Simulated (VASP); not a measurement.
Crystal: Sb2Se3 (Antimonselite).

```xyz
20
Lattice="11.7700 0.0000 0.0000 0.0000 3.9620 0.0000 0.0000 0.0000 11.6200" Properties=species:S:1:pos:R:3 pbc="T T T"
Sb    0.3590    0.9905    3.8114
Sb   11.4110    2.9715    7.8086
Sb    5.5260    2.9715    9.6214
Sb    6.2440    0.9905    1.9986
Sb    1.7396    2.9715    0.4613
Sb   10.0304    0.9905   11.1587
Sb    4.1454    0.9905    6.2713
Sb    7.6246    2.9715    5.3487
Se    0.6285    0.9905   10.1466
Se   11.1415    2.9715    1.4734
Se    5.2565    2.9715    4.3366
Se    6.5135    0.9905    7.2834
Se    1.5325    2.9715    5.1523
Se   10.2375    0.9905    6.4677
Se    4.3525    0.9905   10.9623
Se    7.4175    2.9715    0.6577
Se    2.5094    0.9905    2.2485
Se    9.2606    2.9715    9.3715
Se    3.3756    2.9715    8.0585
Se    8.3944    0.9905    3.5615
```

```yaml
Program: VASP 6.6.1
Task: relaxation of cell and atoms
Functional: PBEsol
Potentials_or_basis: VASP PAW PBE potentials, release 64 (Sb, Se)
Cutoff: 600 eV
k_mesh: 4 × 8 × 4
Occupations: gaussian, width 0.03 eV
Spin: no spin polarisation
```

At the start: pressure 0.6 GPa; volume 27.09 Å³/atom.

Where does the relaxation end?

Over 18 steps the energy falls by 7.6 meV/atom and the volume is 26.55 Å³/atom (-2.0 %); space group Pnma (No. 62, to 0.05 Å).

Step by step:
| step | energy change (eV) | largest force (eV/Å) | pressure (GPa) | volume (Å³) |
| --- | --- | --- | --- | --- |
| 1 | 0.0000 | 0.3916 | 0.63 | 541.87 |
| 2 | -0.0493 | 0.1041 | -1.01 | 550.20 |
| 3 | -0.0547 | 0.1270 | -0.64 | 548.16 |
| 4 | -0.0931 | 0.1250 | -0.36 | 542.70 |
| 5 | -0.1174 | 0.1616 | 0.16 | 533.47 |
| 6 | -0.1326 | 0.1195 | -0.04 | 532.97 |
| 7 | -0.1368 | 0.1265 | -0.22 | 532.48 |
| 8 | -0.1434 | 0.0633 | 0.30 | 527.80 |
| 9 | -0.1442 | 0.0640 | 0.17 | 528.96 |
| 10 | -0.1475 | 0.0677 | -0.06 | 530.67 |
| 11 | -0.1476 | 0.0659 | -0.05 | 530.58 |
| 12 | -0.1493 | 0.0438 | 0.04 | 530.32 |
| 13 | -0.1496 | 0.0495 | 0.08 | 530.20 |
| 14 | -0.1506 | 0.0379 | -0.08 | 531.56 |
| 15 | -0.1506 | 0.0381 | -0.08 | 531.54 |
| 16 | -0.1514 | 0.0229 | -0.02 | 531.22 |
| 17 | -0.1514 | 0.0266 | 0.00 | 531.10 |
| 18 | -0.1517 | 0.0098 | -0.01 | 531.09 |

Final structure:
```
CELL_PARAMETERS angstrom
11.79700 0.00000 0.00000
0.00000 3.97719 0.00000
0.00000 0.00000 11.31939
ATOMIC_POSITIONS crystal
Sb 0.02410 0.25000 0.32813
Sb 0.97590 0.75000 0.67187
Sb 0.47590 0.75000 0.82813
Sb 0.52410 0.25000 0.17187
Sb 0.15054 0.75000 0.03645
Sb 0.84946 0.25000 0.96355
Sb 0.34946 0.25000 0.53645
Sb 0.65054 0.75000 0.46355
Se 0.05265 0.25000 0.86737
Se 0.94735 0.75000 0.13263
Se 0.44735 0.75000 0.36737
Se 0.55265 0.25000 0.63263
Se 0.12953 0.75000 0.44810
Se 0.87047 0.25000 0.55190
Se 0.37047 0.25000 0.94810
Se 0.62953 0.75000 0.05190
Se 0.21514 0.25000 0.19541
Se 0.78486 0.75000 0.80459
Se 0.28486 0.75000 0.69541
Se 0.71514 0.25000 0.30459
```

Caveat: the PAW data sets were made with another functional, which shifts forces and pressure a little.
